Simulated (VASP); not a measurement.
A convergence study with VASP on ZnS (space group F-43m): one setting is varied, all else stays as given below, so the limit is that of these other settings.

```
ZnS
1.0
    0.00000     2.71853     2.71853
    2.71853     0.00000     2.71853
    2.71853     2.71853     0.00000
Zn S
1 1
Direct
  0.00000   0.00000   0.00000
  0.25000   0.25000   0.25000
```

Calculation: PBE GGA, VASP's PBE PAW potentials (set 64) (plane waves; VASP 6.6.1). The tightest run used: 300 eV cut-off, 12×12×12 Γ-centred mesh, Gaussian smearing of 0.010 eV, potentials Zn S.

The settings run are 3×3×3 mesh; 4×4×4 mesh; 5×5×5 mesh; 7×7×7 mesh; 8×8×8 mesh; 10×10×10 mesh; 12×12×12 mesh. From which on does the mean ε∞ stay within 0.3  of the tightest run?

From 7×7×7 mesh on: it is off by 0.20 there and by no more than 0.3 in any finer run, while 5×5×5 mesh is off by 0.92.
```json
[
 {"setting": "3×3×3 mesh", "mean ε∞": "11.42", "irreducible k-points": "4", "difference judged ()": "5.50"},
 {"setting": "4×4×4 mesh", "mean ε∞": "8.06", "irreducible k-points": "8", "difference judged ()": "2.13"},
 {"setting": "5×5×5 mesh", "mean ε∞": "6.85", "irreducible k-points": "10", "difference judged ()": "0.92"},
 {"setting": "7×7×7 mesh", "mean ε∞": "6.13", "irreducible k-points": "20", "difference judged ()": "0.20"},
 {"setting": "8×8×8 mesh", "mean ε∞": "6.02", "irreducible k-points": "29", "difference judged ()": "0.09"},
 {"setting": "10×10×10 mesh", "mean ε∞": "5.95", "irreducible k-points": "47", "difference judged ()": "0.02"},
 {"setting": "12×12×12 mesh", "mean ε∞": "5.93", "irreducible k-points": "72", "difference judged ()": "0.00"}
]
```

Left out are rungs that failed or repeat a setting and relaxations that didn't move; long series are thinned to 24 rows.

The structure is a typed ZnS crystal (space group no. 216). The cell was not relaxed at this level.
